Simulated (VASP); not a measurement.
Here is the system:

```xyz
2
Lattice="1.7687 -3.0636 0.0000 1.7687 3.0636 0.0000 0.0000 0.0000 5.4334" Properties=species:S:1:pos:R:3 pbc="T T T"
Er     1.7687     1.0212     1.3584
Er     1.7687    -1.0212     4.0751
```

All values below come from PBE GGA with D3 dispersion (zero damping), VASP's PBE PAW potentials (set 64) (plane waves; VASP). Run with 520 eV cut-off, Gaussian smearing of 0.050 eV, potentials Er_3.

The 4f electrons are frozen in the core of the lanthanide potential, so 4f levels, which can set the real gap, and their magnetism are missing.

Problem. Predict the band gap (along the path) with the smallest direct gap where there is one.

Solution. 
| Property | Result |
|---|---|
| band gap (along the path) | none (metal, semimetal or under 0.01 eV) |

Only differences to runs with the same potentials and settings are physical.

The compound is Er in the hcp structure. It was relaxed first.
